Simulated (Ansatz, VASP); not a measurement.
**MgPbS3: VASP beside Ansatz**

Wanted: the spread between two codes on one cell, functional and k mesh. The cell is generated by rule, not measured, and may not be a known phase. The cell is taken from a series of runs on this material, whose earlier steps may have relaxed, scaled, displaced or heated it; both programs get it as it stands.

Program: Ansatz 0.2.0. Level of theory: plane waves, with VASP 6.6.1 beside it; zone-centre phonons at PBEsol. Results are calculated unless marked as measured.

The structure was built from a prototype and need not be the compound's stable phase.

**1. Set-up**

Symmetry: Pm-3m, No. 221, cubic system. Conventional cell: a = 5.069 Å, b = 5.069 Å, c = 5.069 Å, α = 90.00°, β = 90.00°, γ = 90.00°. Nearest to Mg lie 12 S at 3.58 Å. Nearest to Pb lie 6 S at 2.53 Å. S has 2 Pb at 2.53 Å nearest. Farther neighbours and most contacts between anions are not listed.

Structure file:

```xyz
5
Lattice="5.0695 0.0000 0.0000 0.0000 5.0695 0.0000 0.0000 0.0000 5.0695" Properties=species:S:1:pos:R:3 pbc="T T T"
Mg    0.0000    0.0000    0.0000
Pb    2.5347    2.5347    2.5347
S     2.5347    2.5347    0.0000
S     2.5347    0.0000    2.5347
S     0.0000    2.5347    2.5347
```

**2. VASP: zone-centre phonons, PBEsol**

Second derivatives magnify differences that forces hide, and they need a tight electronic threshold.

Lines of VASP's logs that name or quote its potential files are left out, and so is its time.

Contents of INCAR:

```
SYSTEM = MgPbS3
PREC = Accurate
ENCUT = 600
EDIFF = 1E-08
NELM = 120
ISMEAR = 1
SIGMA = 0.2
LREAL = .FALSE.
ALGO = Normal
GGA = PS
NBANDS = 23
LORBIT = 11
LWAVE = .FALSE.
LCHARG = .FALSE.
ISIF = 2
IBRION = 8
LASPH = .TRUE.
GGA_COMPAT = .FALSE.
KPAR = 2
```

Contents of POSCAR:

```
MgPbS3
1.0
    5.0694638885      0.0000000000      0.0000000000
    0.0000000000      5.0694638885      0.0000000000
    0.0000000000      0.0000000000      5.0694638885
Mg Pb S
1 1 3
Direct
    0.0000000000      0.0000000000      0.0000000000
    0.5000000000      0.5000000000      0.5000000000
    0.5000000000      0.5000000000      0.0000000000
    0.5000000000      0.0000000000      0.5000000000
    0.0000000000      0.5000000000      0.5000000000
```

Contents of KPOINTS:

```
Automatic mesh
0
Gamma
8 8 8
0 0 0
```

Potentials, in the order of the species: Mg, Pb_d and S (PBE family, release 64).

Command:

```
mpirun -np 2 vasp_std
```

Numbers of over 12 decimals in the logs are rounded to 6 here.

Output:

```text
[banner, memory and clock lines left out]
running    2 mpi-ranks, on    1 nodes
 distrk:  each k-point on    1 cores,    2 groups
 distr:  one band on    1 cores,    1 groups

 POSCAR found type information on POSCAR MgPbS
 POSCAR found :  3 types and       5 ions
|                                                                             |
|               ----> ADVICE to this user running VASP <----                  |
|                                                                             |
|     You enforced a specific xc type in the INCAR file but a different       |
|     [... a line on the potential file left out ...]
|     I HOPE YOU KNOW WHAT YOU ARE DOING!                                     |
|                                                                             |

 LDA part: xc-table for (Slater+PW92), standard interpolation
 POSCAR, INCAR and KPOINTS ok, starting setup
 FFT: planning ... GRIDC
 FFT: planning ... GRID_SOFT
 FFT: planning ... GRID
 WAVECAR not read
 entering main loop
       N       E                     dE             d eps       ncg     rms          rms(c)
DAV:   1     0.300143298278E+03    0.30014E+03   -0.16074E+04  1610   0.151E+03
DAV:   2     0.172326225977E+02   -0.28291E+03   -0.26956E+03  1737   0.342E+02
DAV:   3    -0.181858886792E+02   -0.35419E+02   -0.33853E+02  2183   0.123E+02
DAV:   4    -0.195487921072E+02   -0.13629E+01   -0.13464E+01  1985   0.267E+01
DAV:   5    -0.195989293911E+02   -0.50137E-01   -0.50122E-01  2281   0.551E+00    0.901E+00
DAV:   6    -0.178814453419E+02    0.17175E+01   -0.26701E+00  2336   0.153E+01    0.628E+00
DAV:   7    -0.175988280275E+02    0.28262E+00   -0.56196E-01  2132   0.365E+00    0.240E+00
DAV:   8    -0.175606106585E+02    0.38217E-01   -0.60966E-02  2211   0.209E+00    0.457E-01
DAV:   9    -0.175574838011E+02    0.31269E-02   -0.76373E-03  1975   0.732E-01    0.330E-01
DAV:  10    -0.175572872688E+02    0.19653E-03   -0.10892E-03  2253   0.291E-01    0.537E-02
DAV:  11    -0.175572207596E+02    0.66509E-04   -0.10125E-04  2011   0.700E-02    0.458E-02
DAV:  12    -0.175572012301E+02    0.19529E-04   -0.38848E-05  2155   0.834E-02    0.883E-03
DAV:  13    -0.175572018774E+02   -0.64730E-06   -0.28116E-06  1968   0.103E-02    0.414E-03
DAV:  14    -0.175572018981E+02   -0.20672E-07   -0.23488E-07  2218   0.698E-03    0.539E-04
DAV:  15    -0.175572019784E+02   -0.80267E-07   -0.53411E-08  1967   0.387E-03    0.327E-04
DAV:  16    -0.175572019684E+02    0.99562E-08   -0.63815E-09  1358   0.105E-03
   1 F= -.17557202E+02 E0= -.17555575E+02  d E =-.488123E-02
 Linear response reoptimize wavefunctions to high precision
DAV:   1    -0.175572019676E+02    0.76307E-09   -0.16090E-09  1281   0.306E-04
DAV:   2    -0.175572019677E+02   -0.98225E-10   -0.30582E-10  1204   0.195E-04
 Linear response DOF=           4
 Linear response progress:
  Degree of freedom:   1/  4
       N       E                     dE             d eps       ncg     rms          rms(c)
RMM:   1    -0.180164657371E-02   -0.18016E-02   -0.17016E-03  6151   0.162E-01
RMM:   2    -0.177395899810E-02    0.27688E-04   -0.84830E-05  6402   0.392E-02    0.290E-02
RMM:   3    -0.168935126541E-02    0.84608E-04   -0.14851E-05  5913   0.208E-02    0.185E-02
RMM:   4    -0.155867299898E-02    0.13068E-03   -0.15685E-05  5695   0.215E-02    0.225E-03
RMM:   5    -0.154266719983E-02    0.16006E-04   -0.20262E-06  6108   0.649E-03    0.726E-04
RMM:   6    -0.154177619031E-02    0.89101E-06   -0.19795E-07  6106   0.242E-03    0.572E-04
RMM:   7    -0.154132312206E-02    0.45307E-06   -0.13922E-07  6745   0.169E-03    0.339E-04
RMM:   8    -0.154130332474E-02    0.19797E-07   -0.12119E-08  5838   0.728E-04    0.715E-05
RMM:   9    -0.154142679853E-02   -0.12347E-06    0.80239E-10  6713   0.295E-04    0.601E-05
RMM:  10    -0.154145494742E-02   -0.28149E-07    0.19549E-09  6329   0.152E-04    0.847E-06
RMM:  11    -0.154146623831E-02   -0.11291E-07    0.66201E-09  6724   0.649E-05    0.912E-06
RMM:  12    -0.154147014808E-02   -0.39098E-08    0.21237E-09  6639   0.332E-05    0.281E-06
 first order change of Fermi-energy  -0.21645E-04
 force on displaced ion       1 direction 1 :   2.342   0.000  -0.000
 Linear response progress:
  Degree of freedom:   2/  4
       N       E                     dE             d eps       ncg     rms          rms(c)
RMM:   1    -0.336295953451E+00   -0.33630E+00    0.77095E-02  4923   0.596E+00
RMM:   2    -0.338360364818E+00   -0.20644E-02   -0.20257E-02  5311   0.107E+00    0.172E-01
RMM:   3    -0.338388084248E+00   -0.27719E-04   -0.20587E-03  5887   0.302E-01    0.103E-01
RMM:   4    -0.338048852265E+00    0.33923E-03   -0.28392E-04  5966   0.111E-01    0.826E-03
RMM:   5    -0.338032974075E+00    0.15878E-04   -0.34892E-05  6039   0.394E-02    0.543E-03
RMM:   6    -0.338034890843E+00   -0.19168E-05   -0.14187E-05  6307   0.191E-02    0.157E-03
RMM:   7    -0.338043872659E+00   -0.89818E-05   -0.18622E-06  5977   0.745E-03    0.750E-04
RMM:   8    -0.338050157158E+00   -0.62845E-05   -0.41067E-07  6453   0.317E-03    0.328E-04
RMM:   9    -0.338050420954E+00   -0.26380E-06   -0.12027E-07  6287   0.144E-03    0.146E-04
RMM:  10    -0.338050335016E+00    0.85938E-07   -0.33001E-08  6650   0.839E-04    0.123E-04
RMM:  11    -0.338050720285E+00   -0.38527E-06   -0.28340E-08  6206   0.413E-04    0.435E-05
RMM:  12    -0.338050605114E+00    0.11517E-06   -0.26480E-08  6916   0.250E-04    0.142E-05
RMM:  13    -0.338050652645E+00   -0.47530E-07   -0.16420E-08  6645   0.139E-04    0.804E-06
RMM:  14    -0.338050670731E+00   -0.18086E-07   -0.38303E-09  6912   0.949E-05    0.274E-06
RMM:  15    -0.338050655388E+00    0.15343E-07   -0.36314E-10  6864   0.726E-05    0.585E-07
RMM:  16    -0.338050653082E+00    0.23054E-08   -0.23449E-09  6416   0.622E-05    0.130E-06
 first order change of Fermi-energy  -0.32406E-04
 force on displaced ion       2 direction 1 :  -7.596  -0.000   0.000
 Linear response progress:
  Degree of freedom:   3/  4
       N       E                     dE             d eps       ncg     rms          rms(c)
RMM:   1    -0.114377144490E+00   -0.11438E+00    0.48363E-04 12303   0.150E+00
RMM:   2    -0.112290778718E+00    0.20864E-02   -0.38413E-03 10208   0.398E-01    0.607E-02
RMM:   3    -0.112640434450E+00   -0.34966E-03   -0.66377E-04 10279   0.162E-01    0.323E-02
RMM:   4    -0.112917094622E+00   -0.27666E-03   -0.12280E-04  9869   0.602E-02    0.191E-02
RMM:   5    -0.113003281840E+00   -0.86187E-04   -0.22191E-05 10748   0.261E-02    0.909E-03
RMM:   6    -0.112976566831E+00    0.26715E-04   -0.35628E-06 10373   0.918E-03    0.208E-03
RMM:   7    -0.112984720011E+00   -0.81532E-05   -0.39210E-07 10607   0.331E-03    0.126E-03
RMM:   8    -0.112993363576E+00   -0.86436E-05   -0.41996E-07  9883   0.178E-03    0.255E-04
RMM:   9    -0.112990519493E+00    0.28441E-05   -0.26705E-08 10857   0.805E-04    0.152E-04
RMM:  10    -0.112988630477E+00    0.18890E-05   -0.59839E-07 10623   0.434E-04    0.709E-05
RMM:  11    -0.112988621111E+00    0.93666E-08   -0.53468E-07 11221   0.197E-04    0.436E-05
RMM:  12    -0.112988788334E+00   -0.16722E-06   -0.49935E-07 11289   0.117E-04    0.101E-05
RMM:  13    -0.112988785493E+00    0.28403E-08   -0.35410E-07 11716   0.776E-05    0.228E-06
RMM:  14    -0.112988789470E+00   -0.39766E-08   -0.41444E-07 10840   0.610E-05    0.139E-06
RMM:  15    -0.112988801971E+00   -0.12501E-07   -0.42119E-07 10233   0.568E-05    0.966E-07
RMM:  16    -0.112988800431E+00    0.15405E-08   -0.43561E-07  9863   0.548E-05    0.147E-07
RMM:  17    -0.112988801696E+00   -0.12647E-08   -0.42855E-07  7791   0.539E-05    0.815E-08
 first order change of Fermi-energy   0.11216E-03
 force on displaced ion       3 direction 1 :   2.755   0.000   0.000
 Linear response progress:
  Degree of freedom:   4/  4
       N       E                     dE             d eps       ncg     rms          rms(c)
RMM:   1    -0.119986642706E+00   -0.11999E+00   -0.11876E-02  7328   0.200E+00
RMM:   2    -0.112247711743E+00    0.77389E-02   -0.68666E-03  5930   0.561E-01    0.229E-01
RMM:   3    -0.113142414953E+00   -0.89470E-03   -0.19143E-03  6136   0.225E-01    0.912E-02
RMM:   4    -0.113617827177E+00   -0.47541E-03   -0.30378E-04  6061   0.938E-02    0.175E-02
RMM:   5    -0.113631653319E+00   -0.13826E-04   -0.31423E-05  6290   0.368E-02    0.770E-03
RMM:   6    -0.113615564768E+00    0.16089E-04   -0.11386E-05  6394   0.186E-02    0.228E-03
RMM:   7    -0.113646161893E+00   -0.30597E-04   -0.17681E-06  6097   0.791E-03    0.240E-03
RMM:   8    -0.113644170278E+00    0.19916E-05    0.45499E-08  6165   0.289E-03    0.440E-04
RMM:   9    -0.113643607172E+00    0.56311E-06   -0.22148E-07  6617   0.107E-03    0.302E-04
RMM:  10    -0.113643400784E+00    0.20639E-06   -0.10573E-06  6885   0.461E-04    0.830E-05
RMM:  11    -0.113643525284E+00   -0.12450E-06   -0.10132E-06  6662   0.185E-04    0.259E-05
RMM:  12    -0.113643565343E+00   -0.40059E-07   -0.81817E-07  6898   0.984E-05    0.535E-06
RMM:  13    -0.113643593805E+00   -0.28461E-07   -0.84556E-07  7087   0.666E-05    0.159E-06
RMM:  14    -0.113643591551E+00    0.22535E-08   -0.80561E-07  6348   0.531E-05    0.414E-07
RMM:  15    -0.113643582993E+00    0.85582E-08   -0.77769E-07  5472   0.487E-05    0.182E-07
RMM:  16    -0.113643588394E+00   -0.54005E-08   -0.83440E-07  4491   0.471E-05    0.141E-07
RMM:  17    -0.113643588025E+00    0.36839E-09   -0.82267E-07  4110   0.464E-05    0.639E-08
 first order change of Fermi-energy  -0.27478E-03
 force on displaced ion       3 direction 3 :  -0.000   0.000 -13.427
 Linear response finished
```

(Continued in part 2 of 3.)

[Lines on the potential files, build, host, timing and source positions are cut from VASP's logs without a mark.]

[Logs are printed without paths, hosts, clocks, repeated set-up lines and the standing remarks that a program may print on its own settings, such as how far it seeks lower states.]

[Hosts, paths, dates, database ids (printed as entryN), source tags and the programs' standing remarks are cut or masked in the printed files.]
